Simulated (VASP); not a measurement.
**Cl on Cu(100): which site?**

Which site of Cu(100) does Cl prefer, and what does it do to the work function?

Method: PBEsol; plane waves and PAW (Cu), in the first sound run; inputs show where later runs differ, in VASP 6.6.1.

## 1. Starting point

It takes space group Fm-3m (No. 225, cubic). Conventional cell: a = 3.610 Å, b = 3.610 Å, c = 3.610 Å, α = 90.00°, β = 90.00°, γ = 90.00°. Nearest to Cu lie 12 Cu at 2.55 Å.

## 2. The bulk reference, job relaxation, k-mesh 18×18×18

The bulk crystal is relaxed first, so that the slabs are cut at this functional's lattice.

INCAR reads:

```
SYSTEM = Cu
PREC = Accurate
ENCUT = 430
EDIFF = 1E-06
NELM = 120
ISMEAR = 1
SIGMA = 0.15
LREAL = .FALSE.
ALGO = Normal
GGA = PS
NBANDS = 11
LASPH = .TRUE.
LORBIT = 11
LWAVE = .FALSE.
LCHARG = .FALSE.
KPAR = 4
IBRION = 2
NSW = 30
ISIF = 3
EDIFFG = -0.01
POTIM = 0.4
```

POSCAR reads:

```
Cu
1.0
    0.0000000000      1.8050000000      1.8050000000
    1.8050000000      0.0000000000      1.8050000000
    1.8050000000      1.8050000000      0.0000000000
Cu
1
Direct
    0.0000000000      0.0000000000      0.0000000000
```

KPOINTS reads:

```
Automatic mesh
0
Gamma
18 18 18
0 0 0
```

Potentials, in the order of the species: Cu (PBE family, release 64).

Started as:

```sh
$ mpirun -np 4 vasp_std
```

Log:

```text
[banner, memory and clock lines left out]
running    4 mpi-ranks, on    1 nodes
 distrk:  each k-point on    1 cores,    4 groups
 distr:  one band on    1 cores,    1 groups

 POSCAR found type information on POSCAR Cu
 POSCAR found :  1 types and       1 ions
|                                                                             |
|               ----> ADVICE to this user running VASP <----                  |
|                                                                             |
|     You enforced a specific xc type in the INCAR file but a different       |
|     [... a line on the potential file left out ...]
|     I HOPE YOU KNOW WHAT YOU ARE DOING!                                     |
|                                                                             |

 LDA part: xc-table for (Slater+PW92), standard interpolation
 POSCAR, INCAR and KPOINTS ok, starting setup
 FFT: planning ... GRIDC
 FFT: planning ... GRID_SOFT
 FFT: planning ... GRID
 WAVECAR not read
 entering main loop
       N       E                     dE             d eps       ncg     rms          rms(c)
DAV:   1     0.359423637850E+02    0.35942E+02   -0.49453E+03  4706   0.146E+03
DAV:   2    -0.450410311771E+01   -0.40446E+02   -0.37502E+02  4400   0.188E+02
DAV:   3    -0.537909754271E+01   -0.87499E+00   -0.87267E+00  4902   0.349E+01
DAV:   4    -0.538450964152E+01   -0.54121E-02   -0.54116E-02  4764   0.239E+00
DAV:   5    -0.538456516253E+01   -0.55521E-04   -0.55520E-04  4925   0.245E-01    0.837E+00
DAV:   6    -0.476727603803E+01    0.61729E+00   -0.18431E+01  4975   0.856E+01    0.438E+00
DAV:   7    -0.431426872378E+01    0.45301E+00   -0.28634E+00  4970   0.336E+01    0.531E-01
DAV:   8    -0.430336017817E+01    0.10909E-01   -0.73499E-03  5056   0.163E+00    0.356E-01
DAV:   9    -0.430111239460E+01    0.22478E-02   -0.13525E-02  5018   0.210E+00    0.294E-02
DAV:  10    -0.430111441558E+01   -0.20210E-05   -0.69191E-05  6277   0.152E-01    0.452E-03
DAV:  11    -0.430111585103E+01   -0.14355E-05   -0.67519E-07  3102   0.914E-03    0.832E-04
DAV:  12    -0.430111580302E+01    0.48011E-07   -0.11618E-07  2451   0.638E-03
   1 F= -.43011158E+01 E0= -.43011443E+01  d E =-.430112E+01
 curvature:   0.00 expect dE= 0.000E+00 dE for cont linesearch  0.000E+00
 trial: gam= 0.00000 g(F)=  0.113E-62 g(S)=  0.220E-01 ort = 0.000E+00 (trialstep = 0.100E+01)
 search vector abs. value=  0.220E-01
 bond charge predicted
       N       E                     dE             d eps       ncg     rms          rms(c)
DAV:   1    -0.494819789225E+01   -0.64708E+00   -0.10279E+01  5013   0.681E+01    0.676E+00
DAV:   2    -0.455164915421E+01    0.39655E+00   -0.94020E+00  4914   0.611E+01    0.283E+00
DAV:   3    -0.432337437604E+01    0.22827E+00   -0.14170E+00  4911   0.239E+01    0.832E-01
DAV:   4    -0.430929685566E+01    0.14078E-01   -0.10587E-02  4756   0.134E+00    0.119E-01
DAV:   5    -0.430878300409E+01    0.51385E-03   -0.35721E-03  4994   0.121E+00    0.385E-02
DAV:   6    -0.430876110909E+01    0.21895E-04   -0.75820E-05  5958   0.154E-01    0.409E-03
DAV:   7    -0.430876017251E+01    0.93658E-06   -0.87516E-07  2890   0.137E-02
   2 F= -.43087602E+01 E0= -.43087472E+01  d E =-.764437E-02
 trial-energy change:   -0.007644  1 .order   -0.007207   -0.021986    0.007571
 step:   0.7600(harm=  0.7438)  dis= 0.00000  next Energy=    -4.309663 (dE=-0.855E-02)
 bond charge predicted
       N       E                     dE             d eps       ncg     rms          rms(c)
DAV:   1    -0.434516965077E+01   -0.36409E-01   -0.60748E-01  5016   0.177E+01    0.154E+00
DAV:   2    -0.432090374483E+01    0.24266E-01   -0.46237E-01  4911   0.133E+01    0.598E-01
DAV:   3    -0.431068413771E+01    0.10220E-01   -0.71935E-02  4908   0.542E+00    0.227E-01
DAV:   4    -0.430968110071E+01    0.10030E-02   -0.16505E-03  5277   0.485E-01    0.196E-02
DAV:   5    -0.430967946711E+01    0.16336E-05   -0.30183E-05  5470   0.101E-01    0.725E-03
DAV:   6    -0.430967958919E+01   -0.12208E-06   -0.17142E-06  2859   0.208E-02
   3 F= -.43096796E+01 E0= -.43096744E+01  d E =-.856379E-02
 curvature:  -0.37 expect dE=-0.130E-07 dE for cont linesearch -0.130E-07
 trial: gam=-0.00126 g(F)=  0.733E-65 g(S)=  0.352E-07 ort = 0.278E-04 (trialstep = 0.952E+00)
 search vector abs. value=  0.100E-09
 reached required accuracy - stopping structural energy minimisation
```

Wall time 6 s (4 MPI ranks of Intel Xeon 6975P-C (Granite Rapids), shared host); peak memory 0.52 GiB; 22 s of CPU time.

The logs omit lines about the potential files and the build; timing stands in the text.

OUTCAR, selected parts (step 2):

```text
ion  position               nearest neighbor table
   1  0.000  0.000  0.000-

  LATTYP: Found a face centered cubic cell.
 ALAT       =     3.6100000000

 Subroutine GETGRP returns: Found 48 space group operations
 (whereof 48 operations were pure point group operations)

The static configuration has the point symmetry O_h .

 Found    195 irreducible k-points:

   k-points           NKPTS =    195   k-points in BZ     NKDIM =    195   number of bands    NBANDS=     11

   dimension x,y,z NGX =    18 NGY =   18 NGZ =   18
   dimension x,y,z NGXF=    36 NGYF=   36 NGZF=   36

   ENCUT  =  430.0 eV  31.60 Ry    5.62 a.u.   4.32  4.32  4.32*2*pi/ulx,y,z

   NELECT =      11.0000    total number of electrons

 k-points in reciprocal lattice and weights: Automatic mesh
   0.00000000  0.00000000  0.00000000       0.000
   0.05555556  0.00000000  0.00000000       0.001
   0.11111111  0.00000000  0.00000000       0.001
   0.16666667  0.00000000  0.00000000       0.001
   0.22222222  0.00000000  0.00000000       0.001
   0.27777778  0.00000000  0.00000000       0.001
   0.33333333  0.00000000  0.00000000       0.001
   0.38888889  0.00000000  0.00000000       0.001
   0.44444444  0.00000000  0.00000000       0.001
[...]
-0.27777778  0.44444444  0.22222222       0.004
  -0.27777778  0.50000000  0.22222222       0.002

 average (electrostatic) potential at core
       1 -63.1308

 E-fermi :   7.8988

 k-point     1 :       0.0000    0.0000    0.0000
  band No.  band energies     occupation
    ...
      2       4.7841      2.00000
      3       4.7841      2.00000
      4       4.7841      2.00000
      5       5.6737      2.00000
      6       5.6737      2.00000
      7      30.8649      0.00000
      8      33.8120      0.00000
      9      33.8120      0.00000
     10      33.8120      0.00000
     11      36.3313      0.00000

 k-point     2 :       0.0556    0.0000    0.0000
  band No.  band energies     occupation
    ...
      2       4.7582      2.00000
      3       4.8071      2.00000
      4       4.8071      2.00000
      5       5.6645      2.00000
      6       5.6645      2.00000
      7      30.2697      0.00000
      8      32.3634      0.00000
      9      33.4413      0.00000
     10      33.4413      0.00000
     11      36.8607      0.00000

 k-point     3 :       0.1111    0.0000    0.0000
  band No.  band energies     occupation
    ...
      2       4.6878      2.00000
      3       4.8668      2.00000
      4       4.8668      2.00000
      5       5.6457      2.00000
      6       5.6457      2.00000
      7      27.9026      0.00000
      8      31.6623      0.00000
      9      32.7648      0.00000
     10      32.7648      0.00000
     11      37.9498      0.00000

  Total       -0.0005510     -0.0005510     -0.0005510     -0.0000000     -0.0000000      0.0000000
  in kB       -0.0780185     -0.0780185     -0.0780185     -0.0000000     -0.0000000      0.0000000
  external PRESSURE =      -0.0780185 kB  Pullay stress =       0.0000000 kB

  energy-cutoff  :      430.00
  volume of cell :       11.32
      direct lattice vectors                 reciprocal lattice vectors
    -0.000000000  1.781928426  1.781928426    -0.280594884  0.280594884  0.280594884
     1.781928426  0.000000000  1.781928426     0.280594884 -0.280594884  0.280594884
     1.781928426  1.781928426 -0.000000000     0.280594884  0.280594884 -0.280594884

 POSITION                                       TOTAL-FORCE (eV/Angst)
 -----------------------------------------------------------------------------------
      0.00000      0.00000      0.00000         0.000000      0.000000      0.000000
 -----------------------------------------------------------------------------------
    total drift:                                0.000000     -0.000000      0.000000

  FREE ENERGIE OF THE ION-ELECTRON SYSTEM (eV)
  ---------------------------------------------------
  free  energy   TOTEN  =        -4.3096795892 eV

  energy  without entropy=       -4.3096640464  energy(sigma->0) =       -4.30967441

 reached required accuracy - stopping structural energy minimisation

 total charge
# of ion       s       p       d       tot
------------------------------------------
    1        0.466   0.416   9.173  10.055

[... 3 further parts left out ...]
```

This run has no spin polarisation. Its electron count is odd, so without a moment it is a metal by construction. The PAW data sets were made with PBE, which is usual practice but a small mismatch for other functionals. The run keeps the 48 symmetry operations of its start, so it cannot find a distortion of lower symmetry.

The steps of the relaxation:

| step | energy less that of the first step (eV) | largest force (eV/Å) | pressure (GPa) | volume (Å³) |
| --- | --- | --- | --- | --- |
| 1 | 0.0000 | 0.0000 | -5.94 | 11.76 |
| 2 | -0.0076 | 0.0000 | 2.15 | 11.18 |
| 3 | -0.0086 | 0.0000 | -0.01 | 11.32 |

| conventional cell, symmetrised | before | after | change |
| --- | --- | --- | --- |
| a (Å) | 3.610 | 3.564 | -1.3 % |
| b (Å) | 3.610 | 3.564 | -1.3 % |
| c (Å) | 3.610 | 3.564 | -1.3 % |
| volume (Å³/atom) | 11.76 | 11.32 | -3.8 % |

The relaxed structure:

```cif
data_structure
_symmetry_space_group_name_H-M 'P 1'
_symmetry_Int_Tables_number 1
_cell_length_a 2.5200
_cell_length_b 2.5200
_cell_length_c 2.5200
_cell_angle_alpha 60.000
_cell_angle_beta 60.000
_cell_angle_gamma 60.000
_cell_volume 11.32
loop_
_atom_site_label
_atom_site_type_symbol
_atom_site_fract_x
_atom_site_fract_y
_atom_site_fract_z
_atom_site_occupancy
Cu1 Cu 0.00000 0.00000 0.00000 1
```

This step gave:

```
electronic cycles   : 25
electrons           : 11
free energy (TOTEN) : -4.310 eV
Fermi energy        : 7.899 eV
metallic            : yes
```

The run ended after 3 ionic steps, 0.009 eV below its first step, once forces and stress met EDIFFG = -0.01.

Energy at zero smearing: -4.30967 eV.

## 3. The bulk reference, job self-consistent run, k-mesh 22×22×22

INCAR reads:

```
SYSTEM = Cu
PREC = Normal
ENCUT = 330
EDIFF = 1E-06
NELM = 120
ISMEAR = 1
SIGMA = 0.15
LREAL = .FALSE.
ALGO = Fast
GGA = PS
NBANDS = 11
LASPH = .TRUE.
LORBIT = 11
LWAVE = .FALSE.
LCHARG = .FALSE.
KPAR = 4
```

POSCAR reads:

```
Cu
1.0
    0.0000000000      1.7819284262      1.7819284262
    1.7819284262      0.0000000000      1.7819284262
    1.7819284262      1.7819284262      0.0000000000
Cu
1
Direct
    0.0000000000      0.0000000000      0.0000000000
```

KPOINTS reads:

```
Automatic mesh
0
Gamma
22 22 22
0 0 0
```

Started as:

```sh
$ mpirun -np 4 vasp_std
```

Log:

```text
[banner, memory and clock lines left out]
running    4 mpi-ranks, on    1 nodes
[...]
[... a notice as in an earlier step ...]

 LDA part: xc-table for (Slater+PW92), standard interpolation
 POSCAR, INCAR and KPOINTS ok, starting setup
[...]
entering main loop
       N       E                     dE             d eps       ncg     rms          rms(c)
DAV:   1     0.307736580397E+02    0.30774E+02   -0.41794E+03  8064   0.121E+03
DAV:   2    -0.477004494247E+01   -0.35544E+02   -0.33118E+02  7333   0.171E+02
DAV:   3    -0.540434107822E+01   -0.63430E+00   -0.63169E+00  8317   0.284E+01
DAV:   4    -0.540792127939E+01   -0.35802E-02   -0.35799E-02  8040   0.183E+00
[...]
RMM:   8    -0.431749226424E+01    0.13734E-01   -0.18099E-02  9004   0.141E+00    0.290E-01
RMM:   9    -0.431575400711E+01    0.17383E-02   -0.38435E-03  9175   0.121E+00    0.191E-02
RMM:  10    -0.431579259806E+01   -0.38591E-04   -0.46194E-04  9139   0.306E-01    0.156E-02
WARNING in EDDRMM: call to ZHEGV failed, returncode =   6  3      9
RMM:  11    -0.431579855363E+01   -0.59556E-05   -0.82793E-05  9696   0.113E-01    0.121E-02
RMM:  12    -0.431579883607E+01   -0.28244E-06   -0.13260E-05  9471   0.483E-02    0.226E-03
RMM:  13    -0.431579928477E+01   -0.44871E-06   -0.27291E-06  6661   0.156E-02
   1 F= -.43157993E+01 E0= -.43158870E+01  d E =0.263239E-03
```

Elapsed: 2.2 s, on 4 MPI ranks; peak memory 0.43 GiB.

OUTCAR, selected parts (step 3):

```text
  Total        0.0562947      0.0562947      0.0562947     -0.0000000      0.0000000      0.0000000
  in kB        7.9703451      7.9703451      7.9703451     -0.0000000      0.0000000      0.0000000
  external PRESSURE =       7.9703451 kB  Pullay stress =       0.0000000 kB

 POSITION                                       TOTAL-FORCE (eV/Angst)
 -----------------------------------------------------------------------------------
      0.00000      0.00000      0.00000         0.000000     -0.000000     -0.000000
 -----------------------------------------------------------------------------------
    total drift:                               -0.000000     -0.000000     -0.000000

  FREE ENERGIE OF THE ION-ELECTRON SYSTEM (eV)
  ---------------------------------------------------
  free  energy   TOTEN  =        -4.3157992848 eV

  energy  without entropy=       -4.3160625239  energy(sigma->0) =       -4.31588703

[... 3 further parts left out ...]
[key lines of the parts left out:]
E-fermi :   7.9280
```

Numbers from this step:

* electronic cycles: 13
* free energy (TOTEN): -4.316 eV
* energy at zero smearing: -4.316 eV
* Fermi energy: 7.928 eV

Energy at zero smearing: -4.31589 eV.

The run ends at a pressure of 0.80 GPa.

(Part 1 of 7 ends here.)

[Lines on the potential files, build, host, timing and source positions are cut from VASP's logs without a mark.]

[Logs are printed without paths, hosts, clocks, repeated set-up lines and the standing remarks that a program may print on its own settings, such as how far it seeks lower states.]

[Hosts, paths, dates, database ids (printed as entryN), source tags and the programs' standing remarks are cut or masked in the printed files.]

[Runs that stopped without an error message from VASP are left out.]
